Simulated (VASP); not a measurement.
OSZICAR of a VASP run on Cu16HO:

File OSZICAR:
```
       N       E                     dE             d eps       ncg     rms          rms(c)
DAV:   1    -0.665994683787E+02   -0.66599E+02   -0.21225E-04  1893   0.313E-01    0.269E-02
DAV:   2    -0.665999087157E+02   -0.44034E-03   -0.50565E-03  1818   0.147E+00    0.106E-01
DAV:   3    -0.665994376611E+02    0.47105E-03   -0.33677E-03  1802   0.120E+00    0.337E-03
DAV:   4    -0.665994415538E+02   -0.38927E-05   -0.12948E-05  1783   0.358E-02    0.190E-03
DAV:   5    -0.665994417982E+02   -0.24444E-06   -0.12075E-06  1028   0.112E-02
   1 F= -.66599442E+02 E0= -.66597956E+02  d E =-.445723E-02
```

Question: Which electronic solver shows in the log?

Answer: It is blocked Davidson (ALGO = Normal, or the opening steps of other solvers). The INCAR had ALGO = Normal.

Question: Can the final energy be trusted as converged?

Answer: Self-consistency was reached. It stopped with EDIFF = 1E-6, NELM = 100 (PBE GGA, plane waves, VASP's PBE PAW potentials (set 64)).

The cell is a thin slab with vacuum, built from Cu (fcc): (111) face, OH adsorbed.
